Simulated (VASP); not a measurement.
Method: LDA (Ceperley-Alder, Perdew-Zunger) with spin-orbit coupling, VASP's LDA PAW potentials (set 64) (plane waves; VASP).

A VASP calculation is set up with these files.

File KPOINTS_OPT:
```
k-points along high-symmetry lines
5
Line-mode
Reciprocal
  0.000000   0.000000   0.000000 ! GAMMA
  0.500000  -0.000000   0.000000 ! M

  0.500000  -0.000000   0.000000 ! M
  0.333333   0.333333   0.000000 ! K

  0.333333   0.333333   0.000000 ! K
  0.000000   0.000000   0.000000 ! GAMMA

  0.000000   0.000000   0.000000 ! GAMMA
  0.000000   0.000000   0.500000 ! A

  0.000000   0.000000   0.500000 ! A
  0.500000  -0.000000   0.500000 ! L

  0.500000  -0.000000   0.500000 ! L
  0.333333   0.333333   0.500000 ! H

  0.333333   0.333333   0.500000 ! H
  0.000000   0.000000   0.500000 ! A

  0.500000  -0.000000   0.500000 ! L
  0.500000  -0.000000   0.000000 ! M

  0.333333   0.333333   0.500000 ! H
  0.333333   0.333333   0.000000 ! K
```

File POSCAR:
```
SnSe2
1
    1.9037372513    -3.2973698545     0.0000000000
    1.9037372513     3.2973698545    -0.0000000000
    0.0000000000     0.0000000000     5.8835584155
Sn Se
1 2
Direct
  1.0000000000   0.0000000000   0.0000000000
  0.3333330000   0.6666670000   0.2681258324
  0.6666670000   0.3333330000   0.7318741676
```

**KPOINTS**
```
Automatic mesh
0
Gamma
6 6 4
0 0 0
```

### INCAR
```
ALGO  =  Normal
EDIFF  =  1E-6
ENCUT  =  400
GGA_COMPAT  =  F
ISMEAR  =  0
LASPH  =  T
LCHARG  =  F
LMAXMIX  =  4
LREAL  =  F
LSORBIT  =  T
LWAVE  =  F
MAGMOM  =  0 0 0 0 0 0 0 0 0
NELM  =  100
PREC  =  Accurate
SIGMA  =  0.05
SYSTEM  =  SnSe2
```

POTCAR, in this order: Sn_d Se (LDA.64 set). Program: vasp_ncl.

The resulting files:

OUTCAR:
```
 ion  position               nearest neighbor table
   1  0.000  0.000  0.000-   2 2.71   3 2.71   3 2.71   2 2.71   3 2.71   2 2.71
   2  0.333  0.667  0.268-   1 2.71   1 2.71   1 2.71
   3  0.667  0.333  0.732-   1 2.71   1 2.71   1 2.71
  LATTYP: Found a hexagonal cell.
 ALAT       =     3.8074746853
 C/A-ratio  =     1.5452652747
 Subroutine PRICEL returns:
 Original cell was already a primitive cell.
 Subroutine GETGRP returns: Found 12 space group operations
The static configuration has the point symmetry D_3d.
The dynamic configuration has the point symmetry D_3d.
The overall configuration has the point symmetry D_3d.
 Subroutine INISYM returns: Found 12 space group operations
 Subroutine IBZKPT returns following result:
 Found     24 irreducible k-points:

 Following reciprocal coordinates:
            Coordinates               Weight
  0.000000  0.000000  0.000000      1.000000
  0.166667  0.000000  0.000000      6.000000
  0.333333  0.000000  0.000000      6.000000
  0.500000  0.000000  0.000000      3.000000
  0.166667  0.166667  0.000000      6.000000
  0.333333  0.166667  0.000000     12.000000
...
```

### OSZICAR
```
       N       E                     dE             d eps       ncg     rms          rms(c)
DAV:   1     0.226368060422E+03    0.22637E+03   -0.10191E+04  1656   0.153E+03
DAV:   2     0.202982613420E+02   -0.20607E+03   -0.19910E+03  1696   0.415E+02
DAV:   3    -0.124663033790E+02   -0.32765E+02   -0.31586E+02  1962   0.156E+02
DAV:   4    -0.141163363093E+02   -0.16500E+01   -0.16370E+01  1970   0.377E+01
DAV:   5    -0.141619326454E+02   -0.45596E-01   -0.45551E-01  2420   0.649E+00    0.532E+00
DAV:   6    -0.139100372004E+02    0.25190E+00   -0.37589E-01  2258   0.834E+00    0.339E+00
DAV:   7    -0.138805233697E+02    0.29514E-01   -0.14374E-01  2050   0.258E+00    0.120E+00
DAV:   8    -0.138774771592E+02    0.30462E-02   -0.73126E-03  2164   0.903E-01    0.582E-01
DAV:   9    -0.138769976748E+02    0.47948E-03   -0.11632E-03  2036   0.326E-01    0.145E-01
DAV:  10    -0.138769148919E+02    0.82783E-04   -0.17047E-04  2224   0.144E-01    0.487E-02
DAV:  11    -0.138769166514E+02   -0.17596E-05   -0.59642E-05  1970   0.506E-02    0.143E-02
DAV:  12    -0.138769169063E+02   -0.25490E-06   -0.54943E-06  1640   0.178E-02
   1 F= -.13876917E+02 E0= -.13876917E+02  d E =-.647384E-11  mag=     0.0000    -0.0000     0.0000
       N       E                     dE             ncg
       N       E                     dE             ncg
```

File OUTCAR:
```
------------------------ aborting loop because EDIFF is reached ----------------------------------------
  FORCE on cell =-STRESS in cart. coord.  units (eV):
  Direction    XX          YY          ZZ          XY          YZ          ZX
  --------------------------------------------------------------------------------------
  Total       -0.0013031     -0.0013031     -0.0405577      0.0000000      0.0000000      0.0000000
  in kB       -0.0282654     -0.0282654     -0.8797090      0.0000000      0.0000000      0.0000000
  external PRESSURE =      -0.3120799 kB  Pullay stress =       0.0000000 kB
  volume of cell :       73.87
      direct lattice vectors                 reciprocal lattice vectors
     1.903737251 -3.297369854  0.000000000     0.262641286 -0.151636008  0.000000000
     1.903737251  3.297369854  0.000000000     0.262641286  0.151636008  0.000000000
     0.000000000  0.000000000  5.883558415     0.000000000  0.000000000  0.169965169
 POSITION                                       TOTAL-FORCE (eV/Angst)
 -----------------------------------------------------------------------------------
      0.00000      0.00000      0.00000        -0.000000     -0.000000      0.000000
      1.90374      1.09913      1.57753        -0.000000     -0.000000     -0.011541
      1.90374     -1.09913      4.30602         0.000000      0.000000      0.011541
 -----------------------------------------------------------------------------------
    total drift:                               -0.000000      0.000000      0.000000
  FREE ENERGIE OF THE ION-ELECTRON SYSTEM (eV)
  ---------------------------------------------------
  free  energy   TOTEN  =       -13.8769169063 eV

  energy  without entropy=      -13.8769169063  energy(sigma->0) =      -13.87691691

 Ion:    1  E_soc:     -0.0959155

 Ion:    2  E_soc:     -0.0487774

 Ion:    3  E_soc:     -0.0487774
```
(Selected blocks of OUTCAR.)

The compound is SnSe2 in the 1T layered structure. It was relaxed first.
